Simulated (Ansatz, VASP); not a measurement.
**SiF: VASP beside Ansatz**

INCAR

```
PREC     = Accurate       # precision mode
ENCUT    = 520            # plane-wave cutoff, eV
EDIFF    = 1E-6           # SCF threshold, eV
ISMEAR   = 0              # smearing method
SIGMA    = 0.2            # smearing width, eV
LREAL    = F              # projectors in reciprocal space
LASPH    = T              # aspherical terms in the spheres
NELM     = 80             # most SCF steps
ALGO     = Fast           # electronic algorithm
ISIF     = 2              # what is computed and relaxed
LWAVE    = F              # write WAVECAR
LCHARG   = T              # write CHGCAR
GGA      = PE             # functional
LELF     = T              # ELF
LVHAR    = T            
NBANDS   = 32             # bands
```

KPOINTS

```
Automatic mesh
0
Gamma
  6 6 4
```

POSCAR

```
SiF
1.0
    4.0277585916      0.0000000000      0.0000000000
   -2.0138792958      3.4881412607      0.0000000000
    0.0000000000      0.0000000000      8.0556233901
Si F
4 4
Direct
    0.6666666667      0.3333333333      0.0953717659
    0.6666666667      0.3333333333      0.4046282341
    0.3333333333      0.6666666667      0.5953717659
    0.3333333333      0.6666666667      0.9046282341
    0.0000000000      1.0000000000      0.0000000000
    0.3333333333      0.6666666667      0.2500000000
    0.0000000000      0.0000000000      0.5000000000
    0.6666666667      0.3333333333      0.7500000000
```

Input for Ansatz:

```yaml
crystal:
  lattice:
    - [4.0277585916, 0.0, 0.0]
    - [-2.0138792958, 3.4881412607, 0.0]
    - [0.0, 0.0, 8.0556233901]
  atoms:
    - { symbol: Si, position: [0.6666666667, 0.3333333333, 0.0953717659] }
    - { symbol: Si, position: [0.6666666667, 0.3333333333, 0.4046282341] }
    - { symbol: Si, position: [0.3333333333, 0.6666666667, 0.5953717659] }
    - { symbol: Si, position: [0.3333333333, 0.6666666667, 0.9046282341] }
    - { symbol: F, position: [0.0, 1.0, 0.0] }
    - { symbol: F, position: [0.3333333333, 0.6666666667, 0.25] }
    - { symbol: F, position: [0.0, 0.0, 0.5] }
    - { symbol: F, position: [0.6666666667, 0.3333333333, 0.75] }
basis:
  ecutwfc: 420
kpoints:
  mp_grid: { grid: [6, 6, 4] }
hamiltonian:
  xc: pbe
scf:
  occupations: { method: gaussian, width: 0.2 }
  lower_state_search: "off"
output:
  forces: true
  stress: true
  eigenvalues: true
```

Alike in both runs: task single point; functional PBE; k mesh 6 × 6 × 4; occupations gaussian, width 0.2 eV; no spin polarisation.

|  | VASP | Ansatz |
| --- | --- | --- |
| version | VASP 6.6.1 | Ansatz 0.2.0 |
| potentials or method | VASP PAW PBE potentials, release 64 (Si, F) | scalar-relativistic, plane waves, PAW |
| plane-wave cutoff (eV) | 520 | 420 |
| valence electrons in the cell | 44 | 44 |

Ansatz gave:

| Quantity | Value |
| --- | --- |
| gap on the k mesh at the Fermi level (eV) | none |
| pressure (GPa) | -0.1 |
| largest component of the traceless stress (GPa) | 0.16 |

Task: Which values does VASP return?

Result: gap on the k mesh at the Fermi level (eV): none; pressure (GPa): -0.3; largest component of the traceless stress (GPa): 0.19.

A gap of «none» marks a metal or a gap that the smearing closes.
